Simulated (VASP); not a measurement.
Consider the following.

```
CELL_PARAMETERS angstrom
      3.03705     0.00000     0.00000
      0.00000     4.29504     0.00000
      0.00000     0.00000    23.99005
ATOMIC_POSITIONS crystal
  Ti 0.00000 0.00000 0.34175
  Ti 0.50000 0.50000 0.40505
  Ti 0.00000 0.00000 0.46835
  Ti 0.50000 0.50000 0.53165
  Ti 0.00000 0.00000 0.59495
  Ti 0.50000 0.50000 0.65824
  C  0.50000 0.00000 0.40505
  C  0.00000 0.50000 0.34175
  C  0.50000 0.00000 0.53165
  C  0.00000 0.50000 0.46835
  C  0.50000 0.00000 0.65824
  C  0.00000 0.50000 0.59495
```

Calculation: PBEsol GGA, VASP's PBE PAW potentials (set 64) (plane waves; VASP 6.6.1). Run with PREC = Normal, EDIFF = 1E-5, 450 eV cut-off, 9×7×1 Γ-centred mesh, first-order Methfessel-Paxton smearing of 0.10 eV, potentials Ti_sv C.

### Question
The ions are relaxed. What does this cell relax into?

### Answer

```
CELL_PARAMETERS angstrom
      3.03705     0.00000     0.00000
      0.00000     4.29504     0.00000
      0.00000     0.00000    23.99005
ATOMIC_POSITIONS crystal
  Ti 0.00000 0.00000 0.34794
  Ti 0.50000 0.50000 0.40346
  Ti 0.00000 0.00000 0.47034
  Ti 0.50000 0.50000 0.52966
  Ti 0.00000 0.00000 0.59654
  Ti 0.50000 0.50000 0.65206
  C  0.50000 0.00000 0.40304
  C  0.00000 0.50000 0.34313
  C  0.50000 0.00000 0.53092
  C  0.00000 0.50000 0.46908
  C  0.50000 0.00000 0.65687
  C  0.00000 0.50000 0.59696
```

### Question
How much energy does the relaxation gain?

### Answer
The energy (σ→0) changes by -40.6 meV/atom, in 14 ionic steps.

The cell is a thin slab with vacuum, built from TiC (rock salt): (110) face.
